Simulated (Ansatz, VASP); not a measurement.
# Cross-check of Mo10C (Mo(100)-(2x1)-C, hollow site) between VASP and Ansatz, part 3 of 3

Wanted: the spread between two codes on one cell, functional and k mesh. Of the first pair: The structure shown is the start of the Ansatz relaxation below; VASP solves that cell, so the two are compared at the walk's first step.

VASP 6.6.1 and Ansatz 0.2.0.

So far. Step 4 (Comparison): The forces differ by 10.0 meV/Å r.m.s., which is 1.2 % of the r.m.s. force of 0.806 eV/Å (both taken over all components). With vacuum in the cell, a pressure given here is an average over mostly empty space and none of the material. Step 7 (Side by side): The forces differ by 11 meV/Å r.m.s., which is 2.3 % of the r.m.s. force of 0.467 eV/Å (both taken over all components). With vacuum in the cell, a pressure given here is an average over mostly empty space and none of the material.

## (8) VASP: single point, PBE, pair 3

Level of this step: PBE; plane waves and PAW (Mo_sv, C) (VASP).

With cell and atoms fixed, the geometry can't cause a difference; cores, projectors, grids and the points listed under the comparison can.

The input, INCAR:

```
SYSTEM = Mo10C
PREC = Accurate
ENCUT = 520
EDIFF = 1E-06
NELM = 120
ISMEAR = -1
SIGMA = 0.05
LREAL = .FALSE.
ALGO = Normal
GGA = PE
NBANDS = 89
LASPH = .TRUE.
LORBIT = 11
LWAVE = .FALSE.
LCHARG = .FALSE.
ISIF = 2
LDIPOL = .TRUE.
IDIPOL = 3
DIPOL = 0.5 0.5 0.499
LVHAR = .TRUE.
GGA_COMPAT = .FALSE.
NELMDL = -8
KPAR = 2
```

The input, POSCAR:

```
Mo10C
1.0
    6.3000000000      0.0000000000      0.0000000000
    0.0000000000      3.1500000000      0.0000000000
    0.0000000000      0.0000000000     24.0350850291
Mo C
10 1
Direct
    0.0000000000      0.0000000000      0.3536496746
    0.5000000000      0.0000000000      0.3536496746
    0.2500000000      0.5000000000      0.4191788790
    0.7500000000      0.5000000000      0.4191788790
    0.9937633334      0.0000000000      0.4847549125
    0.5062366666      0.0000000000      0.4847549125
    0.2500000000      0.5000000000      0.5453101831
    0.7500000000      0.5000000000      0.5530334880
    0.0206672051      0.0000000000      0.6170850306
    0.4793327949      0.0000000000      0.6170850306
    0.2500000000      0.5000000000      0.6346432288
```

The input, KPOINTS:

```
Automatic mesh
0
Gamma
10 20 1
0 0 0
```

PAW data sets: Mo_sv and C (PBE family, release 64).

Started as:

```sh
> mpirun -np 2 vasp_std
```

Numbers of over 12 decimals in the logs are rounded to 6 here.

The program printed:

```text
[... set-up lines as in an earlier step ...]
 entering main loop
       N       E                     dE             d eps       ncg     rms          rms(c)
DAV:   1     0.153145208303E+04    0.15315E+04   -0.90512E+04 15124   0.146E+03
DAV:   2    -0.610275548386E+02   -0.15925E+04   -0.15476E+04 13466   0.441E+02
DAV:   3    -0.121849632385E+03   -0.60822E+02   -0.58023E+02 15647   0.743E+01
DAV:   4    -0.124184056896E+03   -0.23344E+01   -0.22654E+01 15368   0.107E+01
[...]
DAV:  35    -0.111366834515E+03   -0.41139E-05   -0.29840E-07  8336   0.148E-03    0.827E-04
DAV:  36    -0.111366836480E+03   -0.19658E-05   -0.12905E-07  7975   0.655E-04    0.494E-04
DAV:  37    -0.111366837155E+03   -0.67469E-06   -0.53281E-08  7405   0.369E-04
   1 F= -.11136684E+03 E0= -.11131962E+03  d E =-.944395E-01
```

From OUTCAR (step 8):

```text
  Total      -12.1921292    -12.6040239     -3.9243869      0.0000000      0.0000000      0.0000000
  in kB      -40.9537216    -42.3372878    -13.1821313      0.0000000      0.0000000      0.0000000
  external PRESSURE =     -32.1577136 kB  Pullay stress =       0.0000000 kB

 POSITION                                       TOTAL-FORCE (eV/Angst)
 -----------------------------------------------------------------------------------
      0.00000      0.00000      8.50000        -0.001721      0.000000      1.334078
      3.15000      0.00000      8.50000         0.001721      0.000000      1.334078
      1.57500      1.57500     10.07500        -0.000000      0.000000     -1.295435
      4.72500      1.57500     10.07500        -0.000000      0.000000     -1.467303
      6.26071      0.00000     11.65113        -0.010171      0.000000      0.035658
      3.18929      0.00000     11.65113         0.010171      0.000000      0.035658
      1.57500      1.57500     13.10658        -0.000000      0.000000     -0.045127
      4.72500      1.57500     13.29221        -0.000000      0.000000     -0.013287
      0.13020      0.00000     14.83169        -0.054133      0.000000      0.024098
      3.01980      0.00000     14.83169         0.054133      0.000000      0.024098
      1.57500      1.57500     15.25370        -0.000000      0.000000      0.033484
 -----------------------------------------------------------------------------------
    total drift:                                0.000000     -0.000000     -0.001397

  FREE ENERGIE OF THE ION-ELECTRON SYSTEM (eV)
  ---------------------------------------------------
  free  energy   TOTEN  =      -111.3668371550 eV

  energy  without entropy=     -111.2723976613  energy(sigma->0) =     -111.31961741

[... 1 part as in an earlier step ...]

[... 2 further parts left out ...]
[key lines of the parts left out:]
E-fermi :   1.5694
```

## (9) Ansatz: single point, PBE, pair 3

The same cell, functional, mesh and smearing now go to Ansatz, which takes its cutoff from its data sets.

The cell is taken from a series of runs on this material, whose earlier steps may have relaxed, scaled, displaced or heated it; both programs get it as it stands.

The input, input.yaml:

```yaml
crystal:
  lattice:
    - [6.3, 0.0, 0.0]
    - [0.0, 3.15, 0.0]
    - [0.0, 0.0, 24.0350850291]
  atoms:
    - { symbol: Mo, position: [0.0, 0.0, 0.3536496746] }
    - { symbol: Mo, position: [0.5, 0.0, 0.3536496746] }
    - { symbol: Mo, position: [0.25, 0.5, 0.419178879] }
    - { symbol: Mo, position: [0.75, 0.5, 0.419178879] }
    - { symbol: Mo, position: [-0.0062366666, 0.0, 0.4847549125] }
    - { symbol: Mo, position: [0.5062366666, 0.0, 0.4847549125] }
    - { symbol: Mo, position: [0.25, 0.5, 0.5453101831] }
    - { symbol: Mo, position: [0.75, 0.5, 0.553033488] }
    - { symbol: Mo, position: [0.0206672051, 0.0, 0.6170850306] }
    - { symbol: Mo, position: [0.4793327949, 0.0, 0.6170850306] }
    - { symbol: C, position: [0.25, 0.5, 0.6346432288] }
kpoints:
  mp_grid: { grid: [10, 20, 1] }
hamiltonian:
  xc: pbe
scf:
  occupations: { method: fermi_dirac, width: 0.05 }
  convergence: { dr2_threshold: 1.0e-09 }
  n_extra_bands: 23
efield:
  axis: 3
  dipole_correction: true
  ramp_position: 0.97
  ramp_width: 0.06
output:
  band_densities:
    - { e_range: [-0.3, 0] }
    - { e_range: [-1.0, 0] }
    - { e_range: [-2.0, 0] }
    - { e_range: [0, 0.3] }
    - { e_range: [0, 1.0] }
    - { e_range: [0, 2.0] }
    - { e_range: [-2.0, -1.8] }
    - { e_range: [-1.8, -1.6] }
    - { e_range: [-1.6, -1.4] }
    - { e_range: [-1.4, -1.2] }
    - { e_range: [-1.2, -1.0] }
    - { e_range: [-1.0, -0.8] }
    - { e_range: [-0.8, -0.6] }
    - { e_range: [-0.6, -0.4] }
    - { e_range: [-0.4, -0.2] }
    - { e_range: [-0.2, 0.0] }
    - { e_range: [0.0, 0.2] }
    - { e_range: [0.2, 0.4] }
    - { e_range: [0.4, 0.6] }
    - { e_range: [0.6, 0.8] }
    - { e_range: [0.8, 1.0] }
    - { e_range: [1.0, 1.2] }
    - { e_range: [1.2, 1.4] }
    - { e_range: [1.4, 1.6] }
    - { e_range: [1.6, 1.8] }
    - { e_range: [1.8, 2.0] }
  band_residual_tolerance: 0.0001
  dos: { projected: true, e_range: [-5, 4] }
  write_potential: true
  write_density: true
  volumetric_format: npy
```

Started as:

```sh
> ansatz run input.yaml --threads 4 --pin off --max-ram 6144MiB --backend cpu --events-out ev --progress --plain --runs-dir out
```

The program printed:

```text
[...]
Crystal: 11 atoms, lattice volume = 476.976 Å³
Basis set: ecut = 420 eV, 9331 PW (Γ)
Bands: 95, of which v1, the nominal top of the filled ones, is band 72 counted from 1 (71 counted from 0)
Symmetry: 4 space group operations
[...]
k-points: 66 of 200
[...]
e_range: [1.2, 1.4]                           3.420000             3.4e-5           0
  e_range: [1.4, 1.6]                           3.830000             3.4e-5           0
  e_range: [1.6, 1.8]                           2.710000             3.4e-5           0
  e_range: [1.8, 2]                             3.030000             3.4e-5           0
[key lines of the parts left out:]
SCF converged after 12 iterations
Free energy (F): -49803.879615 eV
Fermi energy:    4.402831 eV
Dipole field:    D = -0.013729 V/Å  (p = -0.036189 e·Å, saw-weighted, corrected)
Work function:   Φ+ = 4.2739 eV   Φ− = 3.9439 eV
```

## (10) Comparison

Compared:

```csv
quantity,Ansatz,VASP,difference
"work function, lower of the two faces (eV)",3.94,3.94,0.00
"work function, higher of the two faces (eV)",4.27,4.27,0.00
```

With vacuum in the cell, a pressure given here is an average over mostly empty space and none of the material.

## (11) What came out

```yaml
r_m_s_force_difference_single_point_pbe_start_cell_pair_1: 1.2 % of the r.m.s. force
r_m_s_force_difference_single_point_pbe_relaxed_cell_pair_2: 2.3 % of the r.m.s. force
difference_in_work_function_lower_of_the_two_faces_single_point_pbe_pair_3: 2.9e-4 eV
```

What this shows: The r.m.s. force difference is 2.3 % of the r.m.s. force (single point, PBE, relaxed cell, pair 2), within the 3 % picked in this series as the mark of a large difference. Such differences can come from data sets, numerical settings and the points named under the comparisons, not from the functional's error against experiment.

[Lines on the potential files, build, host, timing and source positions are cut from VASP's logs without a mark.]

[Logs are printed without paths, hosts, clocks, repeated set-up lines and the standing remarks that a program may print on its own settings, such as how far it seeks lower states.]

[Hosts, paths, dates, database ids (printed as entryN), source tags and the programs' standing remarks are cut or masked in the printed files.]
